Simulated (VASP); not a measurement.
An input for Ansatz (written as the equivalent of a VASP run, and not itself run):

Ansatz 0.2 input:
```yaml
crystal:
  lattice:
    - [-4.8738814, 4.8738814, 4.8659703]
    - [4.8738814, -4.8738814, 4.8659703]
    - [4.8738814, 4.8738814, -4.8659703]
  atoms:
    - { symbol: Ba, position: [0.2460401, 0.3736341, 0.2546851] }
    - { symbol: Ba, position: [0.6263659, 0.8810510, 0.8724061] }
    - { symbol: Ba, position: [0.1189490, 0.9913551, 0.7453149] }
    - { symbol: Ba, position: [0.0086449, 0.7539599, 0.1275939] }
    - { symbol: Ba, position: [0.6383868, 0.8910442, 0.4068354] }
    - { symbol: Ba, position: [0.1089558, 0.5157912, 0.7473427] }
    - { symbol: Ba, position: [0.4842088, 0.2315514, 0.5931646] }
    - { symbol: Ba, position: [0.7684486, 0.3616132, 0.2526573] }
    - { symbol: P, position: [0.8699797, 0.2565573, 0.8751563] }
    - { symbol: P, position: [0.7434427, 0.6185991, 0.6134224] }
    - { symbol: P, position: [0.3814009, 0.9948233, 0.1248437] }
    - { symbol: P, position: [0.0051767, 0.1300203, 0.3865776] }
    - { symbol: P, position: [0.2500000, 0.7500000, 0.5000000] }
    - { symbol: Br, position: [0.5000000, 0.5000000, 0.0000000] }
kpoints:
  mp_grid: { grid: [3, 3, 3] }
hamiltonian:
  xc: r2scan
  pseudopotentials: { kind: paw }
scf:
  occupations: { method: gaussian, width: 0.05 }
  max_iter: 100
relax:
  max_steps: 60
  f_tol: 0.02
  cell: {}
output: { forces: true, stress: true, eigenvalues: true }
```

Question: Write the VASP files for the same calculation (r2SCAN).

Answer: One answer among several that fit: 
File POSCAR:
```
Ba8P5Br
1
   -4.8738813850     4.8738813835     4.8659702613
    4.8738813850    -4.8738813835     4.8659702613
    4.8738813835     4.8738813850    -4.8659702613
Ba P Br
8 5 1
Direct
  0.2460401253   0.3736340683   0.2546850580
  0.6263659317   0.8810509897   0.8724060570
  0.1189490103   0.9913550672   0.7453149420
  0.0086449328   0.7539598747   0.1275939430
  0.6383868085   0.8910441544   0.4068353626
  0.1089558456   0.5157912082   0.7473426541
  0.4842087918   0.2315514458   0.5931646374
  0.7684485542   0.3616131915   0.2526573459
  0.8699796594   0.2565572535   0.8751563448
  0.7434427465   0.6185990912   0.6134224059
  0.3814009088   0.9948233147   0.1248436552
  0.0051766853   0.1300203406   0.3865775941
  0.2500000000   0.7500000000   0.5000000000
  0.5000000000   0.5000000000   0.0000000000
```

### KPOINTS
```
Automatic mesh
0
Gamma
3 3 3
0 0 0
```

**INCAR**
```
! general
SYSTEM =Ba8P5Br
PREC   =Accurate
ENCUT  =400
LREAL  =Auto
LASPH  =.TRUE.

! electronic loop
EDIFF  =1E-6
NELM   =100
ALGO   =Normal
LMAXMIX=4
LMIXTAU=.TRUE.

! smearing
ISMEAR =0
SIGMA  =0.05

! functional
METAGGA=R2SCAN

! ions
IBRION =2
NSW    =60
ISIF   =3
EDIFFG =-0.02

! output
LWAVE  =.FALSE.
LCHARG =.FALSE.
```

POTCAR, in this order: Ba_sv P Br (PBE.64 set). Program: vasp_std.

The two are equivalent in intent, not identical: each code has its own PAW files, so the cut-off isn't converted (ENCUT is set for VASP's; basis.ecutwfc is left out, and Ansatz then takes the one that its files recommend); Ansatz stops its SCF on the density residual and VASP on the energy change (EDIFF).

The structure comes from a computed database's Ba8P5Br entry (I-4); how it stands against other phases isn't given here. This run relaxes it. Symmetry was kept, so distortions that lower it aren't found. The start is the result of an earlier pass.
